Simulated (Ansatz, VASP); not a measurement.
# Fe in two plane-wave programs

Wanted: the spread between two codes on one cell, functional and k mesh. The cell is taken from a series of VASP runs on this material, whose earlier steps may have relaxed, scaled or displaced it; both programs get it as it stands.

Calculated with Ansatz 0.2.0; plane waves, with VASP 6.6.1 beside it; relaxation of cell and atoms at LDA and relaxation of cell and atoms at r2SCAN with rVV10.

## Step 1: The structure

Symmetry: Im-3m, No. 229, cubic system. The conventional cell has a = 2.747 Å, b = 2.747 Å, c = 2.747 Å, α = 90.00°, β = 90.00°, γ = 90.00°. Fe has 8 Fe at 2.38 Å nearest.

## Step 2: Ansatz: relaxation of cell and atoms, LDA

Ansatz runs on its default PAW (the set named soft_2) files.

The relaxed volume is the usual yardstick between codes: its relative difference is about their pressure difference at one cell divided by the bulk modulus.

The input, input.yaml:

```yaml
crystal:
  lattice:
    - [-1.3732549919, 1.3732549919, 1.3732549919]
    - [1.3732549919, -1.3732549919, 1.3732549919]
    - [1.3732549919, 1.3732549919, -1.3732549919]
  atoms:
    - { symbol: Fe, position: [0.0, 0.0, 0.0], spin: 3.0 }
hamiltonian:
  xc: lda
  pseudopotentials: { kind: paw }
magnetization:
  spin_polarized: true
kpoints:
  mp_grid: { grid: [22, 22, 22] }
scf:
  occupations: { method: methfessel_paxton, width: 0.15 }
relax:
  f_tol: 0.01
  max_steps: 60
  cell: { stress_tol: 0.05 }
output:
  forces: true
  stress: true
```

Started as:

```
ansatz run input.yaml --threads 4 --pin off --max-ram 9216MiB --backend cpu --events-out ev --progress --plain --runs-dir out
```

Numbers of over 12 decimals in the logs are rounded to 6 here.

What it wrote:

```text
Engine: ansatz 0.2.0, aarch64-unknown-linux-gnu
Pseudopotentials: kind: paw
Pseudopotential: Fe, paw, valence charge 16, recommended cutoff 420 eV (normal), Fe.paw.azcp
Functional definition: SPW92
  exchange = slater_x
  correlation = pw_c
Crystal: 1 atoms, lattice volume = 10.359 Å³
Basis set: ecut = 420 eV, 201 PW (Γ)
Bands: 14, of which v1, the nominal top of the filled ones, is band 8 counted from 1 (7 counted from 0)
Symmetry: 48 space group operations
Space group: Im-3m (ITA 229), of the structure as read, at distance tolerance 2.2e-5 Å
Magnetic group: BNS 229.140 (UNI 1642), of the structure as read, at distance tolerance 2.2e-5 Å
k-points: 328 of 10648
Non-local potential: Fe, projectors of the file, l = 0: 3, l = 1: 2, l = 2: 3, l = 3: 1
PAW form: soft (Blöchl's): semilocal exchange-correlation on the pseudo side does not see the compensation charge
PAW frozen core: Fe, regenerated for the run's functional, and the local potential with it (the file was generated under x = pbe(κ = 0.804, μ = 0.219515), c = pbe(β = 0.066725))
PAW one-centre angular grid: Fe, 590 points (default); XC on 64 Gauss nodes
Initial density: superposition of atomic densities (chi_scale 0.1, normalization cell)
Starting moments: Σ|m| = 3 μB on 1 of 1 site
Initial wavefunctions: pseudopotential atomic-orbital guess
Functional: x = slater, c = lda
SCF iter   1: F=—  HF=-4419.728939 eV  |F-HF|=—  |Δ(HF+E_count)|=         —  Δρ=1.27e-1 (↑1.27e-1 ↓6.89e-2)  dr2=2.10e0  dr2_m=2.37e-1  M=2.318 μB ∫|m|=2.348 μB  β_m=0.30  ethr=3.10e-3  ⟨swp⟩=4.9  Hψ=44772  notcnv=0
Mixer restart at iter 1: flushing history
preconditioner: auto → none  [metal: Δε(μ)=0.002 eV  Ē_g=15.679 eV  σ=0.150 eV  W_gap=0.01  n_scr=0 (ndim 8)  ℏωp=32.6 eV  f_vac=0.000  D(μ)=0.84/eV (n_scr^D=12)]
SCF iter   2: F=—  HF=-4418.991627 eV  |F-HF|=—  |Δ(HF+E_count)|=   7.37e-1  Δρ=2.97e-2 (↑2.29e-2 ↓2.97e-2)  dr2=3.04e-2  dr2_m=5.01e-2  M=2.375 μB ∫|m|=2.423 μB  β_m=0.29  ethr=3.10e-3  ⟨swp⟩=3.7  Hψ=23855  notcnv=0  defer=784
SCF iter   3: F=—  HF=-4419.504010 eV  |F-HF|=—  |Δ(HF+E_count)|=         —  Δρ=5.85e-2 (↑5.85e-2 ↓5.64e-2)  dr2=3.02e-3  dr2_m=3.12e-1  M=2.057 μB ∫|m|=2.086 μB  β_m=0.29  ethr=1.90e-4  ⟨swp⟩=2.3  Hψ=18166  notcnv=0  defer=784
Mixer restart at iter 3: flushing history
SCF iter   4: F=—  HF=-4419.655184 eV  |F-HF|=—  |Δ(HF+E_count)|=   1.51e-1  Δρ=4.35e-2 (↑3.67e-2 ↓4.35e-2)  dr2=4.66e-3  dr2_m=1.52e-1  M=2.055 μB ∫|m|=2.088 μB  β_m=0.62  ethr=1.89e-5  ⟨swp⟩=2.2  Hψ=13619  notcnv=0  defer=784
SCF iter   5: F=—  HF=-4419.961679 eV  |F-HF|=—  |Δ(HF+E_count)|=   3.06e-1  Δρ=3.01e-2 (↑3.01e-2 ↓6.70e-3)  dr2=4.92e-2  dr2_m=2.36e-2  M=1.960 μB ∫|m|=2.001 μB  β_m=0.50  ethr=1.89e-5  ⟨swp⟩=3.1  Hψ=20632  notcnv=0  defer=782
SCF iter   6: F=—  HF=-4419.944126 eV  |F-HF|=—  |Δ(HF+E_count)|=   1.76e-2  Δρ=3.50e-3 (↑3.50e-3 ↓3.36e-3)  dr2=3.82e-3  dr2_m=3.69e-5  M=1.996 μB ∫|m|=2.042 μB  β_m=0.65  ethr=1.89e-5  ⟨swp⟩=2.0  Hψ=21803  notcnv=0  defer=777
SCF iter   7: F=—  HF=-4419.944548 eV  |F-HF|=—  |Δ(HF+E_count)|=   4.23e-4  Δρ=3.19e-4 (↑3.19e-4 ↓3.14e-4)  dr2=4.04e-6  dr2_m=7.78e-6  M=1.986 μB ∫|m|=2.032 μB  β_m=0.82  ethr=1.89e-5  ⟨swp⟩=1.8  Hψ=10793  notcnv=0  defer=763
SCF iter   8: F=—  HF=-4419.944540 eV  |F-HF|=—  |Δ(HF+E_count)|=   8.57e-6  Δρ=1.25e-4 (↑1.25e-4 ↓3.91e-5)  dr2=6.96e-7  dr2_m=4.02e-7  M=1.986 μB ∫|m|=2.032 μB  β_m=0.91  ethr=2.53e-8  ⟨swp⟩=2.5  Hψ=14832  notcnv=0  defer=763
SCF iter   9: F=—  HF=-4419.938395 eV  |F-HF|=—  |Δ(HF+E_count)|=         —  Δρ=2.53e-4 (↑2.53e-4 ↓1.25e-4)  dr2=3.73e-6  dr2_m=2.32e-6  M=1.985 μB ∫|m|=2.031 μB  β_m=0.91  ethr=4.35e-9  ⟨swp⟩=2.0  Hψ=11621  notcnv=0  defer=763
Mixer restart at iter 9: flushing history
iteration 9: the input's own smearing fills from here on; a Gaussian of 0.15 eV has filled iterations ahead of it
SCF iter  10: F=—  HF=-4419.938400 eV  |F-HF|=—  |Δ(HF+E_count)|=   5.05e-6  S|Δr|=    0.00e0  Δρ=3.06e-4 (↑3.06e-4 ↓2.61e-4)  dr2=2.03e-5  dr2_m=5.50e-8  M=1.985 μB ∫|m|=2.031 μB  β_m=0.52  ethr=4.35e-9  ⟨swp⟩=2.4  Hψ=14307  notcnv=0  defer=763  recentre
SCF iter  11: F=—  HF=-4419.938395 eV  |F-HF|=—  |Δ(HF+E_count)|=   4.73e-6  S|Δr|=    0.00e0  Δρ=1.98e-4 (↑1.98e-4 ↓6.59e-5)  dr2=2.48e-6  dr2_m=1.15e-6  M=1.984 μB ∫|m|=2.031 μB  β_m=0.34  ethr=4.35e-9  ⟨swp⟩=2.2  Hψ=14110  notcnv=0  defer=763
SCF iter  12: F=—  HF=-4419.938395 eV  |F-HF|=—  |Δ(HF+E_count)|=   3.67e-7  S|Δr|=    0.00e0  Δρ=5.28e-5 (↑5.03e-5 ↓5.28e-5)  dr2=5.02e-9  dr2_m=2.47e-7  M=1.984 μB ∫|m|=2.031 μB  β_m=0.72  ethr=6.25e-10  ⟨swp⟩=2.9  Hψ=32388  notcnv=0
SCF iter  13: F=-4419.938395 eV  HF=-4419.938395 eV  |F-HF|=2.36e-10  |Δ(HF+E_count)|=   9.92e-8  S|Δr|=    0.00e0  Δρ=2.50e-6 (↑2.50e-6 ↓1.59e-6)  dr2=3.78e-11  dr2_m=3.77e-10  M=1.984 μB ∫|m|=2.030 μB  ethr=3.14e-11  ⟨swp⟩=3.3  Hψ=22719  notcnv=0
SCF 1 converged in 13 iterations: F = -4419.938395 eV  dr2 = 3.78e-11
  greatest PAW one-centre occupation: 1.003 electrons in one spin orbital (limit 2), on the Fe atom at site 0 (counted from 0), in its partial waves of l = 1
relax step   1: F+E_penalty+E_count = -4419.93839469 eV  Δ(F+E_penalty+E_count) = +0.000e0 eV  max|allowed force component| = 0.000e0 eV/Å  Δτ_max = 0.0000 Å  P = +1.067 GPa  Ω = 10.359 Å³  (13 SCF iters, dr2 threshold 1.00e-7 eV, accepted)
[...]
relax step   2: F+E_penalty+E_count = -4419.93847946 eV  Δ(F+E_penalty+E_count) = -8.477e-5 eV  max|allowed force component| = 0.000e0 eV/Å  Δτ_max = 0.0000 Å  P = +0.516 GPa  Ω = 10.382 Å³  energy of the carried Pulay correction = -2.956e-5 eV  (5 SCF iters, dr2 threshold 1.00e-7 eV, accepted)
[...]
relax step   3: F+E_penalty+E_count = -4419.93848689 eV  Δ(F+E_penalty+E_count) = -7.433e-6 eV  max|allowed force component| = 0.000e0 eV/Å  Δτ_max = 0.0000 Å  P = +0.005 GPa  Ω = 10.404 Å³  energy of the carried Pulay correction = -5.728e-5 eV  (5 SCF iters, dr2 threshold 1.00e-7 eV, accepted)
[...]
relax step   4: F+E_penalty+E_count = -4419.93854136 eV  Δ(F+E_penalty+E_count) = -5.447e-5 eV  max|allowed force component| = 0.000e0 eV/Å  Δτ_max = 0.0000 Å  P = +0.017 GPa  Ω = 10.404 Å³  stress off target by 1.66e-2 GPa  SCF on the basis re-selected at this cell (its energy is not comparable with the rows above)  (6 SCF iters)
basis re-selected at this cell: Δ(F+E_penalty+E_count) = -5.447e-5 eV, ΔP = +0.011 GPa vs the last step (what re-selecting the basis moved, of the pressure what is left beyond the Pulay correction that the steps carried, after the strain that the cell walked since its last selection, with what the two solves' SCF thresholds leave and, on support functions, any second-order correction that the steps lacked; it is no measure of the basis error at this ecutwfc). This SCF's stress stands 1.66e-2 GPa from its target on what of the cell is left free (relax.cell.stress_tol is 5.00e-2 GPa) and its largest allowed force component is 0.00e0 eV/Å (relax.f_tol is 1.00e-2 eV/Å): [rest of the remark cut]
SCF converged after 6 iterations
Stability not checked: this state was not tested for a lower state beside it, because cold or Methfessel-Paxton smearing, or corrected tetrahedra, fill the levels in a way that the test cannot read (fill_not_monotonic; see scf.lower_state_search)
Magnetization: 1.9939 μB (8.9970 up, 7.0030 down)
Absolute magnetization: 2.0409 μB (∫|ρ↑−ρ↓|, with the PAW one-centre terms)
Spin contamination: 0.0180 ħ² per cell (⟨S²⟩ above its minimum at these occupations)
Per-site moments (μB) at R_I (Å): [(1.994652, 0.982570)]
Free energy (F): -4419.938541 eV
Harris-Foulkes:  -4419.938541 eV  (|F-HF|=0.00e0)
Internal energy: -4419.937571 eV  (E = F + TS)
E sigma→0 (E₀):  -4419.938299 eV
Entropy (-TS):   -0.000971 eV (-0.971 meV/atom)
Fermi energy:    20.312059 eV
--- Per-component energies (eV) ---
  E_band       = -183.752440
  E_kinetic    = 353.982261
  E_local      = -1958.890930  (includes V_loc(G=0)·N_el)
  E_nonlocal   = 221.335837
  E_hartree    = 825.342386
  E_xc         = -118.270065
  E_vxc        = -153.086992  (∫ρ·V_xc dr)
  E_paw        = -1305.115027  (= ΣΔE_a)
  E_vpaw       = -297.778330  (= ΣTr[D̂ρ^β])
  E_aug_tail   = 0.000946  (compensation charges beyond the density's cutoff)
  E_ewald      = -2438.724515
  E_core_change = 0.401536  (= ΣΔE_core)
  E_smearing   = -0.000971  (= −TS)
  E_closure    = 0.000000  (closes the sum)
  Σ components = -4419.938541   (vs F -4419.938541, Δ=0.00e0)
--- Forces (eV/Å), atoms counted from 1 ---
  atom   1  Fe    -0.00000000     0.00000000    -0.00000000
  max |Σ_I F_I| component: 1.23e-31 eV/Å
--- Stress (GPa, compression-positive) ---
        0.016601       0.000000      -0.000000
        0.000000       0.016601       0.000000
        0.000000       0.000000       0.016601
  P = ⅓ Tr σ = 0.0166 GPa (0.166 kbar)
--- Relaxed structure (3 steps of the walk, 3 accepted, 1 SCFs on fresh bases) ---
  F+E_penalty+E_count = -4419.93854136 eV   max|allowed force component| = 0.000e0 eV/Å   (the final SCF, on the basis selected at the relaxed cell)
  cell:  # Å, volume = 10.4039 Å³
    - [-1.375241, 1.375241, 1.375241]
    - [1.375241, -1.375241, 1.375241]
    - [1.375241, 1.375241, -1.375241]
  atoms:
    - { symbol: Fe, position: [0.0, 0.0, 0.0] }
```

The job ended after 7.8 s (4 threads of Arm Neoverse V1, shared host; peak memory 0.37 GiB).

## Step 3: VASP: relaxation of cell and atoms, LDA

The same cell, functional (in two slightly different forms), mesh and smearing now go to VASP, with its own data sets and cutoff.

Lines of VASP's logs that name or quote its potential files are left out, and so is its time.

The input, INCAR:

```
SYSTEM = Fe
PREC = Accurate
ENCUT = 450
EDIFF = 1E-06
NELM = 100
ISMEAR = 1
SIGMA = 0.15
LREAL = .FALSE.
ALGO = Normal
GGA = CA
NBANDS = 12
ISPIN = 2
MAGMOM = 3
LMAXMIX = 4
LORBIT = 11
LWAVE = .FALSE.
LCHARG = .FALSE.
KPAR = 4
IBRION = 2
NSW = 50
ISIF = 3
EDIFFG = -0.006
```

The input, POSCAR:

```
Fe
1.0
   -1.3732549919      1.3732549919      1.3732549919
    1.3732549919     -1.3732549919      1.3732549919
    1.3732549919      1.3732549919     -1.3732549919
Fe
1
Direct
    0.0000000000      0.0000000000      0.0000000000
```

The input, KPOINTS:

```
Automatic mesh
0
Gamma
22 22 22
0 0 0
```

PAW data sets: Fe (LDA family, release 64).

Started as:

```
mpirun -np 4 vasp_std
```

What it wrote:

```text
[banner, memory and clock lines left out]
running    4 mpi-ranks, on    1 nodes
 distrk:  each k-point on    1 cores,    4 groups
 distr:  one band on    1 cores,    1 groups

 POSCAR found type information on POSCAR Fe
 POSCAR found :  1 types and       1 ions
 LDA part: xc-table for (Slater(with rela. corr.)+CA(PZ))
 , standard interpolation
 POSCAR, INCAR and KPOINTS ok, starting setup
 FFT: planning ... GRIDC
 FFT: planning ... GRID_SOFT
 FFT: planning ... GRID
 WAVECAR not read
 entering main loop
       N       E                     dE             d eps       ncg     rms          rms(c)
DAV:   1     0.172145420765E+02    0.17215E+02   -0.36275E+03 17352   0.769E+02
DAV:   2    -0.956572588475E+01   -0.26780E+02   -0.24706E+02 16552   0.127E+02
DAV:   3    -0.102328399957E+02   -0.66711E+00   -0.66109E+00 18136   0.229E+01
DAV:   4    -0.102352604278E+02   -0.24204E-02   -0.24202E-02 17552   0.123E+00
DAV:   5    -0.102352758557E+02   -0.15428E-04   -0.15427E-04 18268   0.996E-02    0.132E+01
DAV:   6    -0.929999827991E+01    0.93528E+00   -0.90284E+00 18000   0.431E+01    0.436E+00
DAV:   7    -0.924427332428E+01    0.55725E-01   -0.38923E-01 18500   0.902E+00    0.292E+00
DAV:   8    -0.923215332467E+01    0.12120E-01   -0.43829E-03 20672   0.481E-01    0.124E+00
DAV:   9    -0.922309404577E+01    0.90593E-02   -0.59201E-03 21648   0.453E-01    0.212E-01
DAV:  10    -0.922285308554E+01    0.24096E-03   -0.17679E-04 18680   0.230E-01    0.485E-02
DAV:  11    -0.922286410165E+01   -0.11016E-04   -0.31285E-05 20856   0.678E-02    0.237E-02
DAV:  12    -0.922286611822E+01   -0.20166E-05   -0.10864E-06 12060   0.152E-02    0.102E-02
DAV:  13    -0.922286719221E+01   -0.10740E-05   -0.94780E-07 11800   0.728E-03    0.754E-03
DAV:  14    -0.922286698742E+01    0.20479E-06   -0.18675E-07  8248   0.476E-03
   1 F= -.92228670E+01 E0= -.92227977E+01  d E =-.922287E+01  mag=     1.9450
[...]
2 F= -.92228622E+01 E0= -.92228054E+01  d E =0.483248E-05  mag=     1.9417
[...]
3 F= -.92228724E+01 E0= -.92228084E+01  d E =-.539135E-05  mag=     1.9435
[...]
4 F= -.92228708E+01 E0= -.92228093E+01  d E =-.378362E-05  mag=     1.9430
 curvature:  -0.15 expect dE=-0.329E-05 dE for cont linesearch -0.329E-05
 ZBRENT: interpolating
 opt :   0.4944  next Energy=    -9.222873 (dE=-0.583E-05)
 bond charge predicted
       N       E                     dE             d eps       ncg     rms          rms(c)
DAV:   1    -0.922287403838E+01   -0.25177E-05   -0.54584E-05 16364   0.118E-01    0.154E-02
DAV:   2    -0.922287166203E+01    0.23764E-05   -0.24034E-05 16276   0.652E-02    0.128E-02
DAV:   3    -0.922287143499E+01    0.22704E-06   -0.12914E-06  7936   0.158E-02
   5 F= -.92228714E+01 E0= -.92228084E+01  d E =-.444757E-05  mag=     1.9434
 curvature:  -0.02 expect dE=-0.321E-09 dE for cont linesearch -0.321E-09
 trial: gam=-0.02591 g(F)=  0.880E-63 g(S)=  0.161E-07 ort = 0.606E-06 (trialstep = 0.899E+00)
 search vector abs. value=  0.111E-09
 reached required accuracy - stopping structural energy minimisation
```

From OUTCAR (step 3):

```text
ion  position               nearest neighbor table
   1  0.000  0.000  0.000-

  LATTYP: Found a body centered cubic cell.
 ALAT       =     2.7465099838

 Subroutine GETGRP returns: Found 48 space group operations
 (whereof 48 operations were pure point group operations)

The static configuration has the point symmetry O_h .

 Found    328 irreducible k-points:

   k-points           NKPTS =    328   k-points in BZ     NKDIM =    328   number of bands    NBANDS=     12

   dimension x,y,z NGX =    16 NGY =   16 NGZ =   16
   dimension x,y,z NGXF=    32 NGYF=   32 NGZF=   32

   ENCUT  =  450.0 eV  33.07 Ry    5.75 a.u.   4.11  4.11  4.11*2*pi/ulx,y,z

   NELECT =       8.0000    total number of electrons

 k-points in reciprocal lattice and weights: Automatic mesh
   0.00000000  0.00000000  0.00000000       0.000
   0.04545455  0.00000000  0.00000000       0.001
   0.09090909  0.00000000  0.00000000       0.001
   0.13636364  0.00000000  0.00000000       0.001
   0.18181818  0.00000000  0.00000000       0.001
   0.22727273  0.00000000  0.00000000       0.001
   0.27272727  0.00000000  0.00000000       0.001
   0.31818182  0.00000000  0.00000000       0.001
   0.36363636  0.00000000  0.00000000       0.001
[...]
0.50000000  0.50000000  0.45454545       0.001
   0.50000000  0.50000000  0.50000000       0.000

 average (electrostatic) potential at core
       1 -43.0248

 E-fermi :   6.7703

 spin component 1
 k-point     1 :       0.0000    0.0000    0.0000
  band No.  band energies     occupation
    ...
      2       4.2595      1.00000
      3       4.2595      1.00000
      4       4.2595      1.00000
      5       5.8182      1.00000
      6       5.8182      1.00000
      7      32.4948      0.00000
      8      32.4948      0.00000
      9      32.4948      0.00000
     10      38.2752      0.00000
     11      38.2752      0.00000
    ...

 k-point     2 :       0.0455    0.0000    0.0000
  band No.  band energies     occupation
    ...
      2       4.2315      1.00000
      3       4.2574      1.00000
      4       4.3132      1.00000
      5       5.7887      1.00000
      6       5.8204      1.00000
      7      31.9464      0.00000
      8      32.3882      0.00000
      9      32.4573      0.00000
     10      37.9186      0.00000
     11      38.6424      0.00000
    ...

 k-point     3 :       0.0909    0.0000    0.0000
  band No.  band energies     occupation
    ...
      2       4.1503      1.00000
      3       4.2457      1.00000
      4       4.4718      1.00000
      5       5.7132      1.00000
      6       5.8274      1.00000
      7      30.5827      0.00000
      8      32.0104      0.00000
      9      32.3563      0.00000
     10      37.4427      0.00000
     11      37.9816      0.00000
    ...

 k-point     4 :       0.1364    0.0000    0.0000
  band No.  band energies     occupation
    ...
      2       4.0240      1.00000
      3       4.2114      1.00000
      4       4.7273      1.00000
      5       5.6268      1.00000
      6       5.8402      1.00000
      7      28.7781      0.00000
      8      31.3019      0.00000
      9      32.2183      0.00000
     10      36.3402      0.00000
     11      37.3571      0.00000
    ...

 k-point     5 :       0.1818    0.0000    0.0000
  band No.  band energies     occupation
    ...
      2       3.8648      1.00000
      3       4.1501      1.00000
      4       5.0662      1.00000
      5       5.5719      1.00000
      6       5.8598      1.00000
      7      26.7436      0.00000
      8      30.3542      0.00000
      9      32.0696      0.00000
     10      34.7623      0.00000
     11      36.6352      0.00000
    ...

 k-point     6 :       0.2273    0.0000    0.0000
  band No.  band energies     occupation
    ...
      2       3.6871      1.00000
      3       4.0964      1.00000
      4       5.4692      1.00000
      5       5.5728      1.00000
      6       5.8866      1.00000
      7      24.6068      0.00000
      8      29.3266      0.00000
      9      31.9288      0.00000
     10      33.2750      0.00000
     11      36.1592      0.00000
    ...

  Total       -0.0003338     -0.0003338     -0.0003338     -0.0000000     -0.0000000     -0.0000000
  in kB       -0.0516727     -0.0516727     -0.0516727     -0.0000000     -0.0000000     -0.0000000
  external PRESSURE =      -0.0516727 kB  Pullay stress =       0.0000000 kB

  energy-cutoff  :      450.00
  volume of cell :       10.35
      direct lattice vectors                 reciprocal lattice vectors
    -1.372844359  1.372844359  1.372844359     0.000000000  0.364207346  0.364207346
     1.372844359 -1.372844359  1.372844359     0.364207346  0.000000000  0.364207346
     1.372844359  1.372844359 -1.372844359     0.364207346  0.364207346  0.000000000

 POSITION                                       TOTAL-FORCE (eV/Angst)
 -----------------------------------------------------------------------------------
      0.00000     -0.00000      0.00000        -0.000000      0.000000     -0.000000
 -----------------------------------------------------------------------------------
    total drift:                                0.000000      0.000000     -0.000000

  FREE ENERGIE OF THE ION-ELECTRON SYSTEM (eV)
  ---------------------------------------------------
  free  energy   TOTEN  =        -9.2228714350 eV

  energy  without entropy=       -9.2226822709  energy(sigma->0) =       -9.22280838

 reached required accuracy - stopping structural energy minimisation

 total charge
# of ion       s       p       d       tot
------------------------------------------
    1        0.529   0.622   6.338   7.488

 magnetization (x)
# of ion       s       p       d       tot
------------------------------------------
    1       -0.009  -0.034   1.954   1.910

[... 6 further parts left out ...]
```

CONTCAR:

```
Fe
   1.00000000000000
    -1.3728443592182702    1.3728443592182702    1.3728443592182702
     1.3728443592182702   -1.3728443592182702    1.3728443592182702
     1.3728443592182702    1.3728443592182702   -1.3728443592182702
  Fe
     1
Direct
     0.0000000000000000    0.0000000000000000    0.0000000000000000
```

The cell holds one magnetic atom, so no antiferromagnetic order fits into it. The run keeps the 48 symmetry operations of its start, so it cannot find a distortion of lower symmetry.

## Step 4: Side by side

Known differences besides the potentials themselves: the two LDA forms differ slightly; both relaxations stop at a tolerance, which leaves soft axes loose, and VASP keeps its plane-wave basis; the data sets hold 16 valence electrons in Ansatz (default PAW (the set named soft_2) files) and 8 in VASP; the cutoff is 420 eV in Ansatz and 450 eV in VASP; VASP's log shows a relativistic correction to its local exchange, Ansatz's none; Ansatz adds a Pulay correction to the stress that steers its cell, VASP none; site moments are counted in spheres of each program's own size. Total energies have different zeros and are not compared.

Compared:

```tsv
quantity	Ansatz	VASP	difference
volume (Å³)	10.40	10.35	+0.52 %
edge a after relaxation, in the typed setting (Å)	2.382	2.378	+0.18 %
total moment (μB)	1.99	1.94	+0.05
moment on Fe1 (μB)	2.00	1.91	+0.09
```

The walks stopped with 0.02 GPa left in Ansatz and -0.01 GPa in VASP; each walk ends within a tolerance, so the volume difference is uncertain by about these residues over the bulk modulus, most in soft cells.

(Part 1 of 2 ends here.)

[Lines on the potential files, build, host, timing and source positions are cut from VASP's logs without a mark.]

[Logs are printed without paths, hosts, clocks, repeated set-up lines and the standing remarks that a program may print on its own settings, such as how far it seeks lower states.]

[Hosts, paths, dates, database ids (printed as entryN), source tags and the programs' standing remarks are cut or masked in the printed files.]
